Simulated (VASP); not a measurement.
An input for Quantum ESPRESSO's pw.x (written as the equivalent of a VASP run, and not itself run):

```
&CONTROL
  calculation = 'scf'
  pseudo_dir = './pseudo'
  outdir = './out'
  tprnfor = .true.
  tstress = .true.
/
&SYSTEM
  ibrav = 0
  nat = 1
  ntyp = 1
  ecutwfc = 50
  occupations = 'tetrahedra'
  input_dft = 'rpbe'
/
&ELECTRONS
  conv_thr = 7.3e-09
  electron_maxstep = 100
/
ATOMIC_SPECIES
  Cs 132.905 Cs.upf
CELL_PARAMETERS angstrom
    -3.2019648    3.2019648    3.2019648
     3.2019648   -3.2019648    3.2019648
     3.2019648    3.2019648   -3.2019648
ATOMIC_POSITIONS crystal
  Cs   0.0000000  0.0000000  0.0000000
K_POINTS automatic
  9 9 9 0 0 0
```

Task: Translate this input to VASP (INCAR, KPOINTS, POSCAR, choice of POTCAR).

Result: Several could match; the one computed here: 
### POSCAR
```
Cs
3.2019650
 -0.9999999456   0.9999999456   0.9999999456
  0.9999999456  -0.9999999456   0.9999999456
  0.9999999456   0.9999999456  -0.9999999456
Cs
1
Cart
  0.0000000000   0.0000000000   0.0000000000
```

### INCAR
```
ALGO=Normal
EDIFF=1E-7
ENCUT=520
GGA=RP
ISIF=2
ISMEAR=-5
LASPH=.True.
LCHARG=.True.
LMAXMIX=4
LORBIT=11
LREAL=.False.
LWAVE=.False.
NEDOS=601
NELM=100
PREC=Accurate
SYSTEM=Cs
```

File KPOINTS:
```
Automatic mesh
0
Gamma
9 9 9
0 0 0
```

POTCAR, in this order: Cs_sv (PBE.64 set). Program: vasp_std.

Limits of the translation: the potentials are each code's own (VASP's PAW set, PseudoDojo norm-conserving files in pw.x), so ENCUT and ecutwfc are chosen apart and not converted; conv_thr bounds pw.x's estimated SCF error, while EDIFF bounds the energy change between steps.

The compound is Cs in the bcc structure. It was relaxed first, which changed the volume by +16 %.
